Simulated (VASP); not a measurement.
Input:

```yaml
crystal:
  lattice:
    - [0.00000, 2.00578, 2.00578]
    - [2.08601, 0.00000, 2.00578]
    - [2.08601, 2.00578, 0.00000]
  atoms:
    - { symbol: Al, position: [0.00000, 0.00000, 0.00000] }
```

These are PBEsol GGA, VASP's PBE PAW potentials (set 64) (plane waves; VASP) values and carry that method's errors. Settings: 480 eV cut-off, 14×14×14 Γ-centred mesh, first-order Methfessel-Paxton smearing of 0.10 eV, potentials Al.

Task: Give the stress tensor in GPa (positive for a compressed cell).

Result: 
```
-3.59   0.00   0.00
 0.00  -2.22   0.00
 0.00   0.00  -2.22
```
The pressure is its mean diagonal, -2.68 GPa.

The compound is Al in the fcc structure. This cell was strained or had an atom moved on purpose.
